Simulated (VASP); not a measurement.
# What spin-orbit coupling changes in AlPt, part 3 of 3

What does spin-orbit coupling change in AlPt, and what does it cost? All runs use LDA. Left out of this account: 1 further run (fields: a reference on another mesh). The start is a computed cell from the Materials Project.

VASP 6.6.1, plane waves and PAW; the level of theory is named at each step.

Still holding for the runs below: This run has no spin polarisation. Its electron count is odd, so without a moment it is a metal by construction.

So far. Step 5 (Density of states (LDA + SOC)): The DOS at the Fermi level goes from 0.731 to 0.746 states/eV/cell, a number that is sensitive to the mesh. The run took 3.0 times the core time, with 24 spinor bands against 18. Of the states within 0.3 eV of the Fermi level, the largest shares in the PAW spheres are Pt d 50 %, Pt p 12 % and Pt s 6 %. The rest lies in smaller channels or between the spheres.

## Step 7: Full relaxation (LDA + SOC)

This step: LDA, spin-orbit coupling; plane waves and PAW (Al, Pt) (VASP 6.6.1).

The same relaxation with spinors and spin-orbit coupling.

The input, INCAR:

```
SYSTEM = AlPt
PREC = Accurate
ENCUT = 400
EDIFF = 1E-06
NELM = 100
ISMEAR = -1
SIGMA = 0.05
LREAL = .FALSE.
ALGO = Normal
GGA = CA
LNONCOLLINEAR = .TRUE.
MAGMOM = 0 0 0 0 0 0
NBANDS = 24
GGA_COMPAT = .FALSE.
LASPH = .TRUE.
LSORBIT = .TRUE.
LMAXMIX = 4
LORBIT = 11
LWAVE = .FALSE.
LCHARG = .FALSE.
KPAR = 2
IBRION = 2
NSW = 60
ISIF = 3
EDIFFG = -0.01
```

The input, POSCAR:

```
AlPt
1.0
    3.0915460000      0.0000000000      0.0000000000
    0.0000000000      3.0915460000      0.0000000000
    0.0000000000      0.0000000000      3.0915460000
Al Pt
1 1
Direct
    0.0000000000      0.0000000000      0.0000000000
    0.5000000000      0.5000000000      0.5000000000
```

The input, KPOINTS:

```
Automatic mesh
0
Gamma
11 11 11
0 0 0
```

Potentials, in the order of the species: Al and Pt (LDA family, release 64).

Command:

```sh
$ mpirun -np 2 vasp_ncl
```

The program printed:

```text
[... set-up lines as in an earlier step ...]
 entering main loop
       N       E                     dE             d eps       ncg     rms          rms(c)
[... 12 cycles as in an earlier step ...]
   1 F= -.13878395E+02 E0= -.13875808E+02  d E =-.138784E+02  mag=    -0.0000     0.0000     0.0000
 curvature:   0.00 expect dE= 0.000E+00 dE for cont linesearch  0.000E+00
 trial: gam= 0.00000 g(F)=  0.000E+00 g(S)=  0.220E+00 ort = 0.000E+00 (trialstep = 0.100E+01)
 search vector abs. value=  0.220E+00
 bond charge predicted
       N       E                     dE             d eps       ncg     rms          rms(c)
DAV:   1    -0.158937231116E+02   -0.20153E+01   -0.29701E+01  2784   0.574E+01    0.131E+01
DAV:   2    -0.138547160120E+02    0.20390E+01   -0.61211E+00  2720   0.255E+01    0.462E+00
DAV:   3    -0.138103252226E+02    0.44391E-01   -0.12085E-01  2848   0.358E+00    0.224E+00
DAV:   4    -0.138012613935E+02    0.90638E-02   -0.67216E-03  3104   0.536E-01    0.741E-01
DAV:   5    -0.137961004385E+02    0.51610E-02   -0.14762E-02  2928   0.784E-01    0.157E-01
DAV:   6    -0.137964290690E+02   -0.32863E-03   -0.48395E-04  3048   0.153E-01    0.822E-02
DAV:   7    -0.137965627193E+02   -0.13365E-03   -0.85170E-05  3080   0.594E-02    0.153E-02
DAV:   8    -0.137965693871E+02   -0.66677E-05   -0.36883E-06  3040   0.139E-02    0.361E-03
DAV:   9    -0.137965696541E+02   -0.26705E-06   -0.12945E-07  1752   0.261E-03
   2 F= -.13796570E+02 E0= -.13794010E+02  d E =0.818257E-01  mag=     0.0000    -0.0000     0.0000
[...]
3 F= -.13922624E+02 E0= -.13920169E+02  d E =-.442287E-01  mag=     0.0000    -0.0000     0.0000
 curvature:  -0.17 expect dE=-0.194E-04 dE for cont linesearch -0.194E-04
 ZBRENT: interpolating
 opt :   0.3894  next Energy=   -13.922642 (dE=-0.442E-01)
 bond charge predicted
       N       E                     dE             d eps       ncg     rms          rms(c)
DAV:   1    -0.139227707349E+02   -0.14761E-03   -0.17412E-03  2768   0.436E-01    0.778E-02
DAV:   2    -0.139226513086E+02    0.11943E-03   -0.37853E-04  2720   0.208E-01    0.384E-02
DAV:   3    -0.139226487687E+02    0.25399E-05   -0.68534E-06  2824   0.242E-02    0.192E-02
DAV:   4    -0.139226482578E+02    0.51087E-06   -0.32529E-07  1944   0.374E-03
   4 F= -.13922648E+02 E0= -.13920193E+02  d E =-.442529E-01  mag=    -0.0000     0.0000    -0.0000
 curvature:  -0.16 expect dE=-0.740E-06 dE for cont linesearch -0.740E-06
 trial: gam=-0.00454 g(F)=  0.945E-67 g(S)=  0.458E-05 ort = 0.100E-02 (trialstep = 0.878E+00)
 search vector abs. value=  0.195E-09
 reached required accuracy - stopping structural energy minimisation
```

Wall time 33 s (2 MPI ranks of AMD EPYC 9R45, shared host); peak memory 0.31 GiB.

From OUTCAR (step 7):

```text
   NELECT =      13.0000    total number of electrons

 E-fermi :  11.4043

 k-point     1 :       0.0000    0.0000    0.0000
  band No.  band energies     occupation
    ...
      8       8.3664      1.00000
      9       8.3664      1.00000
     10       8.3664      1.00000
     11       9.1531      1.00000
     12       9.1531      1.00000
     13      14.6109      0.00000
     14      14.6109      0.00000
     15      15.5441      0.00000
     16      15.5441      0.00000
     17      15.5441      0.00000
    ...

  Total       -0.0079548     -0.0079548     -0.0079548     -0.0000000     -0.0000000      0.0000000
  in kB       -0.4532227     -0.4532227     -0.4532227     -0.0000000     -0.0000000      0.0000000
  external PRESSURE =      -0.4532227 kB  Pullay stress =       0.0000000 kB

 POSITION                                       TOTAL-FORCE (eV/Angst)
 -----------------------------------------------------------------------------------
      0.00000      0.00000      0.00000         0.000000      0.000000      0.000000
      1.52048      1.52048      1.52048        -0.000000     -0.000000      0.000000
 -----------------------------------------------------------------------------------
    total drift:                               -0.000000      0.000000     -0.000000

  FREE ENERGIE OF THE ION-ELECTRON SYSTEM (eV)
  ---------------------------------------------------
  free  energy   TOTEN  =       -13.9226482578 eV

  energy  without entropy=      -13.9177382153  energy(sigma->0) =      -13.92019324

 Spin-Orbit-Coupling matrix elements
 Ion:    1  E_soc:     -0.0002635
 Ion:    2  E_soc:     -0.6472991

 magnetization (x)
# of ion       s       p       d       tot
------------------------------------------
    1        0.000  -0.000   0.000   0.000
    2       -0.000   0.000   0.000   0.000
--------------------------------------------------
tot          0.000   0.000   0.000   0.000

 magnetization (y)
# of ion       s       p       d       tot
------------------------------------------
    1        0.000   0.000   0.000   0.000
    2       -0.000   0.000  -0.000  -0.000
--------------------------------------------------
tot          0.000   0.000  -0.000  -0.000

 magnetization (z)
# of ion       s       p       d       tot
------------------------------------------
    1        0.000  -0.000   0.000   0.000
    2       -0.000   0.000  -0.000  -0.000
--------------------------------------------------
tot         -0.000   0.000  -0.000  -0.000

[... 8 parts as in an earlier step ...]

[... 10 further parts left out ...]
```

CONTCAR:

```
AlPt
   1.00000000000000
     3.0409552206449297   -0.0000000000000000   -0.0000000000000000
     0.0000000000000000    3.0409552206449297   -0.0000000000000000
     0.0000000000000000    0.0000000000000000    3.0409552206449297
  Al              Pt
     1     1
Direct
     0.0000000000000000    0.0000000000000000    0.0000000000000000
     0.5000000000000000    0.5000000000000000    0.5000000000000000
```

The steps of the relaxation:

```
step  energy less that of the first step (eV)  largest force (eV/Å)  pressure (GPa)  volume (Å³)
   1                                   0.0000                0.0000           -9.45        29.55
   2                                   0.0818                0.0000           20.33        25.98
   3                                  -0.0442                0.0000           -0.22        28.15
   4                                  -0.0443                0.0000           -0.05        28.12
```

```
conventional cell, symmetrised  before  after  change
                         a (Å)   3.092  3.041  -1.6 %
                         b (Å)   3.092  3.041  -1.6 %
                         c (Å)   3.092  3.041  -1.6 %
              volume (Å³/atom)   14.77  14.06  -4.8 %
```

The relaxed structure:

```xyz
2
Lattice="3.0410 0.0000 0.0000 0.0000 3.0410 0.0000 0.0000 0.0000 3.0410" Properties=species:S:1:pos:R:3 pbc="T T T"
Al    0.0000    0.0000    0.0000
Pt    1.5205    1.5205    1.5205
```

Numbers from this step:

```
bands                           : 24
free energy (TOTEN)             : -13.92 eV
energy at zero smearing         : -13.92 eV
Fermi energy                    : 11.40 eV
pressure                        : -0.04532 GPa
SCF cycles over all ionic steps : 33
```

On-site spin-orbit energy by atom:

```
atom  on-site spin-orbit energy (eV)
 Al1                           0.000
 Pt2                          -0.647
```

The cell ends at 14.06 Å³/atom, -0.1 % from the run without the coupling. The run took 4.5 times the core time, with 24 spinor bands against 12.

The cell shrank by 4.8 % in volume.

## Step 8: The runs together

| quantity | without | with spin-orbit coupling |
| --- | --- | --- |
| gap (eV) | none | none |
| core minutes, bands | 0.24 | 0.77 |
| DOS at the Fermi level (states/eV/cell) | 0.731 | 0.746 |
| core minutes, DOS | 0.15 | 0.43 |
| relaxed volume (Å³/atom) | 14.07 | 14.06 |
| core minutes, relaxation | 0.25 | 1.1 |

## Step 9: What came out

```json
{
 "gap (eV), without → with": "none → none",
 "DOS at the Fermi level (states/eV/cell), without → with": "0.731 → 0.746",
 "relaxed volume (Å³/atom), without → with": "14.07 → 14.06"
}
```

In words: AlPt has no gap with or without spin-orbit coupling. The relaxed volume moves by -0.1 %. The spinor runs cost 3.0 to 4.5 times as much, on a shared host. With an odd electron count and no spin the cell is a metal by construction.

[Lines on the potential files, build, host, timing and source positions are cut from VASP's logs without a mark.]

[Logs are printed without paths, hosts, clocks, repeated set-up lines and the standing remarks that a program may print on its own settings, such as how far it seeks lower states.]

[Hosts, paths, dates, database ids (printed as entryN), source tags and the programs' standing remarks are cut or masked in the printed files.]

[A measured line is paired with the nearest computed mode of its activity, which favours agreement.]
